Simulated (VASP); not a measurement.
Molecule: F2SiClBr, in a box.

```
F Si Cl Br
1.0
    12.00000    0.00000    0.00000
     0.00000   12.00000    0.00000
     0.00000    0.00000   12.00000
F Si Cl Br
2 1 1 1
Direct
  0.60641 0.37906 0.50934
  0.44097 0.45195 0.61884
  0.49972 0.45466 0.50181
  0.39575 0.39141 0.38682
  0.54899 0.62444 0.46323
```

Base run:

| Property | Result |
| --- | --- |
| Program | VASP 6.6.1 |
| Functional | PBE |
| Potentials or basis | VASP PAW PBE potentials, release 64 (F, Si, Cl, Br) |
| Cutoff | 520 eV |
| k mesh | 1 × 1 × 1 |
| Occupations | gaussian, width 0.01 eV |
| Spin | no spin polarisation |

Its results: gap between the frontier levels 6.32 eV; largest force 0.878 eV/Å.

Problem. After a change of settings the same cell gave: gap between the frontier levels 7.77 eV; largest force 0.298 eV/Å. Which change was it?
A. functional from PBE to HSE06; dispersion from none to TS
B. further incar settings from ALGO = Normal; EDIFF = 1e-07; NBANDS = 24 to ALGO = Fast; EDIFF = 1e-06
C. further incar settings from ALGO = Normal; EDIFF = 1e-07; NBANDS = 24 to ALGO = Normal; EDIFF = 1e-06; dispersion from none to TS

Solution. A.

Caveats: the PAW data sets were made with another functional, which shifts forces and pressure a little (some runs).
